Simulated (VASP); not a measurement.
All values below come from PBE GGA, VASP's PBE PAW potentials (set 64) (plane waves; VASP).

VASP ran on this input.

### INCAR
```
SYSTEM = WS2
PREC = Accurate; ENCUT = 500; LREAL = .FALSE.
LASPH = .TRUE.
EDIFF = 1E-6; NELM = 100; ALGO = Normal
LMAXMIX = 6
ISMEAR = 0; SIGMA = 0.05
GGA = PE
IBRION = 2; NSW = 40; ISIF = 3
EDIFFG = -0.02; PSTRESS = 300
LWAVE = .FALSE.; LCHARG = .FALSE.
```

KPOINTS:
```
Automatic mesh
0
Gamma
8 8 2
0 0 0
```

**POSCAR**
```
WS2
1
    1.5024549334    -2.6023280739    -0.0000000000
    1.5024549334     2.6023280739    -0.0000000000
    0.0000000000     0.0000000000    10.9519452742
W S
2 4
Direct
  0.3333330000   0.6666670000   0.2500000000
  0.6666670000   0.3333330000   0.7500000000
  0.3333330000   0.6666670000   0.8951413042
  0.6666670000   0.3333330000   0.3951413042
  0.6666670000   0.3333330000   0.1048586958
  0.3333330000   0.6666670000   0.6048586958
```

POTCAR, in this order: W_sv S (PBE.64 set). Program: vasp_std.

Output of the run:

OUTCAR:
```
 ion  position               nearest neighbor table
   1  0.333  0.667  0.250-   4 2.35   5 2.35   4 2.35   5 2.35   4 2.35   5 2.35
   2  0.667  0.333  0.750-   3 2.35   6 2.35   3 2.35   6 2.35   3 2.35   6 2.35
   3  0.333  0.667  0.895-   2 2.35   2 2.35   2 2.35
   4  0.667  0.333  0.395-   1 2.35   1 2.35   1 2.35
   5  0.667  0.333  0.105-   1 2.35   1 2.35   1 2.35
   6  0.333  0.667  0.605-   2 2.35   2 2.35   2 2.35
  LATTYP: Found a hexagonal cell.
 ALAT       =     3.0049096877
 C/A-ratio  =     3.6446836719
 Subroutine PRICEL returns:
 Original cell was already a primitive cell.
 Subroutine GETGRP returns: Found 24 space group operations
The static configuration has the point symmetry D_3d.
 The point group associated with its full space group is D_6h.
The dynamic configuration has the point symmetry D_3d.
 Subroutine INISYM returns: Found 24 space group operations
 Subroutine IBZKPT returns following result:
 Found     20 irreducible k-points:

 Following reciprocal coordinates:
            Coordinates               Weight
  0.000000  0.000000  0.000000      1.000000
  0.125000  0.000000  0.000000      6.000000
  0.250000  0.000000  0.000000      6.000000
  0.375000  0.000000  0.000000      6.000000
  0.500000  0.000000  0.000000      3.000000
  0.125000  0.125000  0.000000      6.000000
  0.250000  0.125000  0.000000     12.000000
  0.375000  0.125000  0.000000     12.000000
  0.250000  0.250000  0.000000      6.000000
  0.375000  0.250000  0.000000      6.000000
  0.000000  0.000000  0.500000      1.000000
  0.125000  0.000000  0.500000      6.000000
  0.250000  0.000000  0.500000      6.000000
  0.375000  0.000000  0.500000      6.000000
  0.500000  0.000000  0.500000      3.000000
  0.125000  0.125000  0.500000      6.000000
  0.250000  0.125000  0.500000     12.000000
  0.375000  0.125000  0.500000     12.000000
...
```

OSZICAR:
```
       N       E                     dE             d eps       ncg     rms          rms(c)
DAV:   1     0.528653843004E+03    0.52865E+03   -0.28596E+04  1304   0.169E+03
DAV:   2    -0.104989898026E+02   -0.53915E+03   -0.52775E+03  1409   0.471E+02
DAV:   3    -0.466718130816E+02   -0.36173E+02   -0.35427E+02  1517   0.107E+02
DAV:   4    -0.476731098738E+02   -0.10013E+01   -0.99636E+00  1554   0.173E+01
DAV:   5    -0.476904731186E+02   -0.17363E-01   -0.17357E-01  1442   0.246E+00    0.466E+01
DAV:   6    -0.458060712470E+02    0.18844E+01   -0.87011E+00  1466   0.184E+01    0.213E+01
DAV:   7    -0.456202651719E+02    0.18581E+00   -0.34069E+00  1483   0.855E+00    0.637E+00
DAV:   8    -0.454912195030E+02    0.12905E+00   -0.78010E-01  1520   0.517E+00    0.290E+00
DAV:   9    -0.454942588219E+02   -0.30393E-02   -0.67771E-02  1572   0.134E+00    0.146E+00
DAV:  10    -0.454893929024E+02    0.48659E-02   -0.41358E-02  1514   0.126E+00    0.389E-01
DAV:  11    -0.454892824078E+02    0.11049E-03   -0.25280E-03  1497   0.315E-01    0.106E-01
DAV:  12    -0.454892785906E+02    0.38172E-05   -0.20655E-04  1539   0.853E-02    0.825E-02
DAV:  13    -0.454892839598E+02   -0.53692E-05   -0.28132E-05  1520   0.342E-02    0.262E-02
DAV:  14    -0.454892829783E+02    0.98157E-06   -0.48492E-06  1318   0.119E-02
   1 F= -.29453306E+02 E0= -.29453306E+02  d E =-.294533E+02
```

File OUTCAR:
```
------------------------ aborting loop because EDIFF is reached ----------------------------------------
  FORCE on cell =-STRESS in cart. coord.  units (eV):
  Direction    XX          YY          ZZ          XY          YZ          ZX
  --------------------------------------------------------------------------------------
  Total       16.1269147     16.1269122     15.9169548      0.0000000      0.0000000     -0.0000000
  in kB      301.7012507    301.7012027    297.7733340      0.0000000      0.0000000     -0.0000000
  external PRESSURE =       0.3919291 kB  Pullay stress =     300.0000000 kB
  volume of cell :       85.64
      direct lattice vectors                 reciprocal lattice vectors
     1.502454933 -2.602328074  0.000000000     0.332788684 -0.192135652  0.000000000
     1.502454933  2.602328074  0.000000000     0.332788684  0.192135652  0.000000000
     0.000000000  0.000000000 10.951945274     0.000000000  0.000000000  0.091307980
 POSITION                                       TOTAL-FORCE (eV/Angst)
 -----------------------------------------------------------------------------------
      1.50245      0.86744      2.73799        -0.000000     -0.000000      0.000000
      1.50245     -0.86744      8.21396        -0.000000      0.000000      0.000000
      1.50245      0.86744      9.80354         0.000000     -0.000000      0.005413
      1.50245     -0.86744      4.32757        -0.000000     -0.000000      0.005413
      1.50245     -0.86744      1.14841        -0.000000      0.000000     -0.005413
      1.50245      0.86744      6.62438         0.000000     -0.000000     -0.005413
 -----------------------------------------------------------------------------------
    total drift:                                0.000000      0.001042     -0.000034
  FREE ENERGIE OF THE ION-ELECTRON SYSTEM (eV)
  ---------------------------------------------------
  free  energy   TOTEN  =       -45.4892829783 eV

  energy  without entropy=      -45.4892828162  energy(sigma->0) =      -45.48928290
  enthalpy is  TOTEN    =       -29.4533056349 eV   P V=       16.0359773433

 reached required accuracy - stopping structural energy minimisation
```
(Selected blocks of OUTCAR.)

Without a dispersion term in the relaxation, distances and binding between the weakly bound layers, chains or molecules are unreliable, and so is what depends on them.

The compound is WS2 in the 2H layered structure. It was relaxed first under an external pressure of 30 GPa.
